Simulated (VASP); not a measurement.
A run of VASP 6.6.1:

File INCAR:

```
SYSTEM = K3Ge
PREC = Accurate ; ENCUT = 600
EDIFF = 1E-7 ; ISMEAR = 1
SIGMA = 0.1 ; LREAL = .False.
LASPH = .True. ; NELM = 60
ALGO = Normal ; ISIF = 3
LWAVE = .False. ; LCHARG = .False.
METAGGA = R2SCAN ; LMIXTAU = .True.
IBRION = 2 ; NSW = 40
EDIFFG = -0.01
```

File KPOINTS:

```
regular mesh
0
Gamma
  6 6 6
  0 0 0
```

Contents of POSCAR:

```
K3Ge
1.0
    0.0000000000      4.3110110000      4.3110110000
    4.3110110000      0.0000000000      4.3110110000
    4.3110110000      4.3110110000      0.0000000000
Ge K
1 3
Direct
    0.0000000000      0.0000000000      0.0000000000
    0.5000000000      0.5000000000      0.5000000000
    0.7500000000      0.7500000000      0.7500000000
    0.2500000000      0.2500000000      0.2500000000
```

Potentials or basis: VASP PAW PBE potentials, release 64 (Ge_d, K_sv).

The run is started by

```bash
$ cat potpaw_PBE.64/Ge_d/POTCAR potpaw_PBE.64/K_sv/POTCAR > POTCAR
$ mpirun -np 1 vasp_std > vasp.out
```

Hardware: 1 thread of Intel(R) Xeon(R) 6975P-C (Granite Rapids), with other jobs on the host.

Question: Estimate the wall time of this run.

Answer: Run time: 15 min on 1 thread of Intel(R) Xeon(R) 6975P-C (Granite Rapids), on a shared host, peak memory 0.44 GiB. Counts: scf iterations 69, k points 16, ion steps 4.
